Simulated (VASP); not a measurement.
All values below come from r2SCAN meta-GGA, VASP's PBE PAW potentials (set 64) (plane waves; VASP).

VASP input:

INCAR:
```
# general
SYSTEM  = MoS2
PREC    = Accurate
ENCUT   = 400   # plane-wave cut-off (eV)
LREAL   = .FALSE.
LASPH   = .TRUE.

# electronic loop
EDIFF   = 1E-6   # SCF stop (eV)
NELM    = 100
ALGO    = Normal   # blocked Davidson
LMAXMIX = 4   # l cut-off of mixed one-centre charges
LMIXTAU = .TRUE.

# smearing
ISMEAR  = 1
SIGMA   = 0.1   # width (eV)

# functional
METAGGA = R2SCAN

# ions
IBRION  = 2   # conjugate gradients
NSW     = 60   # most ionic steps
ISIF    = 3   # ions, shape and volume
EDIFFG  = -0.02   # ionic stop

# output
LWAVE   = .FALSE.
LCHARG  = .FALSE.
```

**KPOINTS**
```
Regular mesh
0
Gamma
 5 5 5
```

POSCAR:
```
MoS2
1.0
  5.8970688803   0.0000000000   0.0000000000
  0.0000000000   5.8970688803   0.0000000000
  0.0000000000   0.0000000000   5.8970688803
Mo S
4 8
direct
  0.0000000000   0.0000000000   0.0000000000
  0.5000000000   0.5000000000   0.0000000000
  0.0000000000   0.5000000000   0.5000000000
  0.5000000000   0.0000000000   0.5000000000
  0.3610161522   0.3610161522   0.3610161522
  0.8610161522   0.1389838478   0.6389838478
  0.6389838478   0.8610161522   0.1389838478
  0.1389838478   0.6389838478   0.8610161522
  0.6389838478   0.6389838478   0.6389838478
  0.1389838478   0.8610161522   0.3610161522
  0.3610161522   0.1389838478   0.8610161522
  0.8610161522   0.3610161522   0.1389838478
```

POTCAR, in this order: Mo_sv S (PBE.64 set). Program: vasp_std.

The resulting files:

OSZICAR:
```
       N       E                     dE             d eps       ncg     rms          rms(c)
DAV:   1     0.706896452234E+03    0.70690E+03   -0.50899E+04  1516   0.134E+03
DAV:   2    -0.156991484499E+03   -0.86389E+03   -0.84472E+03  1702   0.382E+02
DAV:   3    -0.210215110427E+03   -0.53224E+02   -0.51538E+02  1696   0.832E+01
DAV:   4    -0.211815116657E+03   -0.16000E+01   -0.15712E+01  1624   0.137E+01
DAV:   5    -0.211858922748E+03   -0.43806E-01   -0.43727E-01  1650   0.216E+00    0.455E+01
DAV:   6    -0.184609410935E+03    0.27250E+02   -0.61565E+01  1492   0.352E+01    0.177E+01
DAV:   7    -0.171357241857E+03    0.13252E+02   -0.21591E+01  1488   0.177E+01    0.119E+01
DAV:   8    -0.171224848817E+03    0.13239E+00   -0.41473E+00  1496   0.750E+00    0.328E+00
DAV:   9    -0.172073075942E+03   -0.84823E+00   -0.22412E+00  1472   0.560E+00    0.179E+00
DAV:  10    -0.172434224271E+03   -0.36115E+00   -0.54345E-01  1490   0.303E+00    0.491E-01
DAV:  11    -0.172436410493E+03   -0.21862E-02   -0.24787E-02  1568   0.669E-01    0.297E-01
DAV:  12    -0.172440457864E+03   -0.40474E-02   -0.21397E-02  1490   0.528E-01    0.148E-01
DAV:  13    -0.172442147302E+03   -0.16894E-02   -0.25064E-03  1524   0.213E-01    0.829E-02
DAV:  14    -0.172441994625E+03    0.15268E-03   -0.30083E-04  1588   0.841E-02    0.490E-02
DAV:  15    -0.172442319358E+03   -0.32473E-03   -0.16497E-04  1512   0.553E-02    0.292E-02
DAV:  16    -0.172442458665E+03   -0.13931E-03   -0.16223E-04  1478   0.607E-02    0.823E-03
DAV:  17    -0.172442461996E+03   -0.33311E-05   -0.51414E-06  1418   0.936E-03    0.676E-03
DAV:  18    -0.172442463947E+03   -0.19506E-05   -0.10440E-06   856   0.568E-03    0.386E-03
DAV:  19    -0.172442465432E+03   -0.14849E-05   -0.14847E-06   862   0.588E-03    0.133E-03
DAV:  20    -0.172442465594E+03   -0.16198E-06   -0.38121E-07   856   0.316E-03
   1 F= -.17244247E+03 E0= -.17244059E+03  d E =-.172442E+03
```

**OUTCAR**
```
------------------------ aborting loop because EDIFF is reached ----------------------------------------
  FORCE on cell =-STRESS in cart. coord.  units (eV):
  Direction    XX          YY          ZZ          XY          YZ          ZX
  --------------------------------------------------------------------------------------
  Total        0.1585225      0.1585225      0.1585225      0.0000000     -0.0000000      0.0000000
  in kB        1.2384910      1.2384910      1.2384910      0.0000000     -0.0000000      0.0000000
  external PRESSURE =       1.2384910 kB  Pullay stress =       0.0000000 kB
  volume of cell :      205.07
      direct lattice vectors                 reciprocal lattice vectors
     5.897068880  0.000000000  0.000000000     0.169575771  0.000000000  0.000000000
     0.000000000  5.897068880  0.000000000     0.000000000  0.169575771  0.000000000
     0.000000000  0.000000000  5.897068880     0.000000000  0.000000000  0.169575771
 POSITION                                       TOTAL-FORCE (eV/Angst)
 -----------------------------------------------------------------------------------
      0.00000      0.00000      0.00000        -0.000000     -0.000000      0.000000
      2.94853      2.94853      0.00000        -0.000000     -0.000000      0.000000
      0.00000      2.94853      2.94853        -0.000000     -0.000000      0.000000
      2.94853      0.00000      2.94853        -0.000000     -0.000000      0.000000
      2.12894      2.12894      2.12894         0.001516      0.001516      0.001516
      5.07747      0.81960      3.76813         0.001516     -0.001516     -0.001516
      3.76813      5.07747      0.81960        -0.001516      0.001516     -0.001516
      0.81960      3.76813      5.07747        -0.001516     -0.001516      0.001516
      3.76813      3.76813      3.76813        -0.001516     -0.001516     -0.001516
      0.81960      5.07747      2.12894        -0.001516      0.001516      0.001516
      2.12894      0.81960      5.07747         0.001516     -0.001516      0.001516
      5.07747      2.12894      0.81960         0.001516      0.001516     -0.001516
 -----------------------------------------------------------------------------------
    total drift:                               -0.000000      0.000000     -0.000000
  FREE ENERGIE OF THE ION-ELECTRON SYSTEM (eV)
  ---------------------------------------------------
  free  energy   TOTEN  =      -172.4424655935 eV

  energy  without entropy=     -172.4368258311  energy(sigma->0) =     -172.44058567

 reached required accuracy - stopping structural energy minimisation
```
(Selected blocks of OUTCAR.)

The structure was generated: MoS2 was put into the pyrite type (Pa-3), which need not be its known phase. It was relaxed first. The start is the result of an earlier pass.
